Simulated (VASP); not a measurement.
A run of VASP 6.6.1:

Contents of INCAR:

```
  PREC = Accurate
  ENCUT = 520
  EDIFF = 1E-6
  ISMEAR = 0
  SIGMA = 0.05
  LREAL = Auto
  LASPH = T
  NELM = 100
  ALGO = Fast
  ISIF = 2
  LWAVE = F
  LCHARG = F
  GGA = PS
  NBANDS = 56
```

File KPOINTS:

```
regular mesh
0
Gamma
  2 2 1
```

File POSCAR:

```
PtC18
1.0
    7.3980000000      0.0000000000      0.0000000000
   -3.6990000000      6.4068560000      0.0000000000
    0.0000000000      0.0000000000     12.0000000000
C Pt
18 1
Direct
   -0.0000456247      0.0050052631      0.0849838333
    0.2241736695      0.1183527459      0.0980863333
    0.0033182723      0.3391799347      0.0801820833
    0.2258954751      0.4498150107      0.0804672500
    0.0028685158      0.6721652555      0.0796437500
    0.2249938855      0.7800153461      0.0851125833
    0.3383033755      0.0042534123      0.0982591667
    0.5625095457      0.1175532898      0.0850869167
    0.3375237677      0.3425755160      0.0850020000
    0.5596622278      0.4504101544      0.0796775833
    0.3365555721      0.6727259049      0.0805655000
    0.5591617774      0.7833833006      0.0803643333
    0.6697863505      0.0059717278      0.0805180833
    0.8926906055      0.1165907272      0.0804322500
    0.6703545336      0.3396687861      0.0796406667
    0.8927189098      0.4498014315      0.0781950833
    0.6698016398      0.6727630526      0.0782845833
    0.8921462235      0.7828807140      0.0796467500
    0.2811261562      1.0618170597      0.2583505833
```

Potentials or basis: VASP PAW PBE potentials, release 64 (C, Pt).

The run is started by

```bash
$ cat potpaw_PBE.64/C/POTCAR potpaw_PBE.64/Pt/POTCAR > POTCAR
$ mpirun -np 1 vasp_std > vasp.out
```

Hardware: 1 thread of Intel(R) Xeon(R) Platinum 8375C CPU @ 2.90GHz (Ice Lake), with other jobs on the host.

Q: Estimate the wall time of this run.

A: It took 6.6 min on 1 thread of Intel(R) Xeon(R) Platinum 8375C CPU @ 2.90GHz (Ice Lake), on a shared host, peak memory 0.62 GiB. Counts: scf iterations 21, k points 4.
